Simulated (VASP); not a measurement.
VASP ran on this input.

INCAR:
```
LORBIT = 11
NELM = 100   ! most electronic steps
SYSTEM = AgBr
ALGO = Normal
ISMEAR = -5   ! tetrahedra, Bloechl
LWAVE = .False.
EDIFF = 1E-7
PREC = Accurate
NEDOS = 601
LMAXMIX = 4   ! l cut-off of mixed one-centre charges
ENCUT = 520
LCHARG = .True.
LREAL = .False.   ! projection in real space or not
GGA = RP
LASPH = .True.   ! aspherical one-centre terms
ISIF = 2   ! forces and stress, cell fixed
```

**POSCAR**
```
AgBr
1
    0.0000000000     2.9960527042     2.9960527042
    2.9960527042     0.0000000000     2.9960527042
    2.9960527042     2.9960527042     0.0000000000
Ag Br
1 1
Direct
  0.0000000000   0.0000000000   0.0000000000
  0.5000000000   0.5000000000   0.5000000000
```

**KPOINTS**
```
Automatic mesh
0
Gamma
9 9 9
0 0 0
```

POTCAR, in this order: Ag Br (PBE.64 set). Program: vasp_std.

Problem. Translate this RPBE calculation to Quantum ESPRESSO's pw.x.

Solution. One equivalent input (not run):
```
&CONTROL
  calculation = 'scf'
  pseudo_dir = './pseudo'
  outdir = './out'
  tprnfor = .true.
  tstress = .true.
/
&SYSTEM
  ibrav = 0
  nat = 2
  ntyp = 2
  ecutwfc = 82
  occupations = 'tetrahedra'
  input_dft = 'rpbe'
/
&ELECTRONS
  conv_thr = 7.3e-09
  electron_maxstep = 100
/
ATOMIC_SPECIES
  Ag 107.868 Ag.upf
  Br 79.904 Br.upf
CELL_PARAMETERS angstrom
     0.0000000    2.9960527    2.9960527
     2.9960527    0.0000000    2.9960527
     2.9960527    2.9960527    0.0000000
ATOMIC_POSITIONS crystal
  Ag   0.0000000  0.0000000  0.0000000
  Br   0.5000000  0.5000000  0.5000000
K_POINTS automatic
  9 9 9 0 0 0
```
What does not carry over: the potentials are each code's own (VASP's PAW set, PseudoDojo norm-conserving files in pw.x), so ENCUT and ecutwfc are chosen apart and not converted; conv_thr bounds pw.x's estimated SCF error, while EDIFF bounds the energy change between steps.

The compound is AgBr in the rock salt structure. It was relaxed first, which changed the volume by +12 %.
